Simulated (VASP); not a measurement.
Input:

```xyz
1
Lattice="0.0000 2.5197 2.5197 2.5197 0.0000 2.5197 2.5197 2.5197 0.0000" Properties=species:S:1:pos:R:3 pbc="T T T"
Pb     0.0000     0.0000     0.0000
```

Computed with PBE GGA, VASP's PBE PAW potentials (set 64) (plane waves; VASP). Run with 300 eV cut-off, 8×8×8 Γ-centred mesh, Fermi-Dirac smearing of 0.10 eV, potentials Pb_d.

At this cut-off the stress carries a Pulay error, which pulls relaxed volumes low.

Task: The ions, cell shape and volume are relaxed. Which structure does the run end with?

Result: 
```xyz
1
Lattice="0.0000 2.5068 2.5068 2.5068 0.0000 2.5068 2.5068 2.5068 0.0000" Properties=species:S:1:pos:R:3 pbc="T T T"
Pb     0.0000     0.0000     0.0000
```
Space group Fm-3m (225), at a tolerance of 0.03 Å.

Task: How do energy and volume change from the first to the last step?

Result: The energy (σ→0) changes by -0.9 meV/atom and the volume by -1.5 %, in 3 ionic steps.

The structure comes from a computed database's Pb entry; how it stands against other phases isn't given here. This run relaxes it. Symmetry was kept, so distortions that lower it aren't found. The run is one of a series of settings (EDIFFG = -0.01, IBRION = 2, ISIF = 3, NSW = 50 against the base run), some of them coarse on purpose.
